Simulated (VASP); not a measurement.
Calculation: PBE GGA with spin-orbit coupling, VASP's PBE PAW potentials (set 64) (plane waves; VASP).

VASP input:

File POSCAR:
```
HfSi
1
    0.0000000000     2.8660950000     2.8660950000
    2.8660950000     0.0000000000     2.8660950000
    2.8660950000     2.8660950000     0.0000000000
Si Hf
1 1
Direct
  0.0054930000  -0.0053140000  -0.0005060000
  0.4945070000   0.5053140000   0.5005060000
```

**INCAR**
```
! general
SYSTEM       =HfSi
PREC         =Accurate
ENCUT        =300   ! plane-wave cut-off (eV)
LREAL        =F   ! projection in real space or not
LASPH        =T

! electronic loop
EDIFF        =1E-6
NELM         =100   ! most electronic steps
ALGO         =Normal
LMAXMIX      =6   ! l cut-off of mixed one-centre charges

! smearing
ISMEAR       =-1
SIGMA        =0.1

! functional
GGA          =PE
GGA_COMPAT   =F

! spin
MAGMOM       =0.0 0.0 0.0 0.0 0.0 0.0
LSORBIT      =T
LNONCOLLINEAR=T

! ions
ISIF         =2

! output
LWAVE        =F
LCHARG       =F
LORBIT       =11
```

**KPOINTS**
```
K-points
0
gamma
 6 6 6
```

POTCAR, in this order: Si Hf_pv (PBE.64 set). Program: vasp_ncl.

What VASP printed:

OSZICAR:
```
       N       E                     dE             d eps       ncg     rms          rms(c)
DAV:   1     0.265533658883E+02    0.26553E+02   -0.53091E+03 10320   0.729E+02
DAV:   2    -0.163214287471E+02   -0.42875E+02   -0.40918E+02 12138   0.192E+02
DAV:   3    -0.180592120707E+02   -0.17378E+01   -0.17186E+01 12694   0.289E+01
DAV:   4    -0.180821212232E+02   -0.22909E-01   -0.22874E-01 12384   0.403E+00
DAV:   5    -0.180825033694E+02   -0.38215E-03   -0.38182E-03 12884   0.432E-01    0.399E+01
DAV:   6    -0.166609495809E+02    0.14216E+01   -0.41165E+00 10880   0.104E+01    0.251E+01
DAV:   7    -0.166116089316E+02    0.49341E-01   -0.61249E-01 12388   0.478E+00    0.131E+01
DAV:   8    -0.166086314073E+02    0.29775E-02   -0.13384E-02 12080   0.713E-01    0.335E+00
DAV:   9    -0.166036112608E+02    0.50201E-02   -0.36295E-02 10914   0.984E-01    0.262E-01
DAV:  10    -0.166034138504E+02    0.19741E-03   -0.40919E-03 11106   0.334E-01    0.140E-01
DAV:  11    -0.166033422493E+02    0.71601E-04   -0.18660E-04 11278   0.933E-02    0.775E-02
DAV:  12    -0.166033441158E+02   -0.18666E-05   -0.13910E-04 11714   0.662E-02    0.195E-02
DAV:  13    -0.166033401674E+02    0.39485E-05   -0.14115E-05 10980   0.234E-02    0.146E-02
DAV:  14    -0.166033397406E+02    0.42679E-06   -0.18778E-06 10194   0.962E-03
   1 F= -.16603340E+02 E0= -.16590056E+02  d E =-.265673E-01  mag=    -0.0000     0.0000     0.0000
```

### OUTCAR
```
------------------------ aborting loop because EDIFF is reached ----------------------------------------
  FORCE on cell =-STRESS in cart. coord.  units (eV):
  Direction    XX          YY          ZZ          XY          YZ          ZX
  --------------------------------------------------------------------------------------
  Total       -4.8531877     -4.8584877     -4.8730888      0.0123451     -0.0003802      0.0004482
  in kB     -165.1337838   -165.3141203   -165.8109338      0.4200508     -0.0129358      0.0152499
  external PRESSURE =    -165.4196126 kB  Pullay stress =       0.0000000 kB
  volume of cell :       47.09
      direct lattice vectors                 reciprocal lattice vectors
     0.000000000  2.866095000  2.866095000    -0.174453394  0.174453394  0.174453394
     2.866095000  0.000000000  2.866095000     0.174453394 -0.174453394  0.174453394
     2.866095000  2.866095000  0.000000000     0.174453394  0.174453394 -0.174453394
 POSITION                                       TOTAL-FORCE (eV/Angst)
 -----------------------------------------------------------------------------------
      5.71551      2.88039      2.86661         0.142822     -0.122231     -0.004372
      2.88278      2.85180      2.86558        -0.142822      0.122231      0.004372
 -----------------------------------------------------------------------------------
    total drift:                                0.000112     -0.000091     -0.000002
  FREE ENERGIE OF THE ION-ELECTRON SYSTEM (eV)
  ---------------------------------------------------
  free  energy   TOTEN  =       -16.6033397406 eV

  energy  without entropy=      -16.5767724668  energy(sigma->0) =      -16.59005610

 total charge

# of ion       s       p       d       tot
------------------------------------------
    1        0.770   0.893   0.000   1.663
    2        0.267   6.325   1.422   8.014
--------------------------------------------------
tot          1.037   7.218   1.422   9.676

 magnetization (x)

# of ion       s       p       d       tot
------------------------------------------
    1        0.000   0.000   0.000   0.000
    2       -0.000   0.000  -0.000  -0.000
--------------------------------------------------
tot          0.000   0.000  -0.000  -0.000

 magnetization (y)

# of ion       s       p       d       tot
------------------------------------------
    1       -0.000  -0.000   0.000  -0.000
    2        0.000  -0.000   0.000   0.000
--------------------------------------------------
tot         -0.000  -0.000   0.000   0.000

 magnetization (z)

# of ion       s       p       d       tot
------------------------------------------
    1        0.000   0.000   0.000   0.000
    2       -0.000   0.000  -0.000  -0.000
--------------------------------------------------
tot          0.000   0.000  -0.000  -0.000

 Ion:    1  E_soc:     -0.0018377

 Ion:    2  E_soc:     -1.3445109
```
(Selected blocks of OUTCAR.)

At this cut-off the stress carries a Pulay error, which pulls relaxed volumes low.

The structure was generated: HfSi was put into an ordered model structure, which need not be its known phase. The cell was not relaxed at this level, atoms are displaced from their ideal sites. The k-mesh is coarse (spacing up to 0.32 per Å, 2π included), so the numbers may not be converged in it. The run is one of a series of settings (GGA_COMPAT = .FALSE., LNONCOLLINEAR = .TRUE., LSORBIT = .TRUE., MAGMOM = 0.0 0.0 0.0 0.0 0.0 0.0, program vasp_ncl against the base run), some of them coarse on purpose.
